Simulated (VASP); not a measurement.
Input:

```
CELL_PARAMETERS angstrom
     -1.68370     1.68370     1.68370
      1.68370    -1.68370     1.68370
      1.68370     1.68370    -1.68370
ATOMIC_POSITIONS crystal
  Nb 0.00000 0.00000 0.00000
```

Level of theory: PBE GGA, VASP's PBE PAW potentials (set 64) (plane waves; VASP). Settings: 300 eV cut-off, 11×11×11 Γ-centred mesh, Fermi-Dirac smearing of 0.10 eV, potentials Nb_sv.

At this cut-off the stress carries a Pulay error, which pulls relaxed volumes low.

Question: What does the run give for the energy per atom (σ→0), pressure, band gap (on the k-mesh) with the smallest direct gap where there is one?

Answer: 
```
Quantity                                                    Result
------------------------  ----------------------------------------
band gap (on the k-mesh)  none (metal, semimetal or under 0.01 eV)
energy per atom (σ→0)                              -10.174 eV/atom
pressure                                                 -8.82 GPa
```

The structure comes from a computed database's Nb entry; how it stands against other phases isn't given here. The cell was not relaxed at this level.
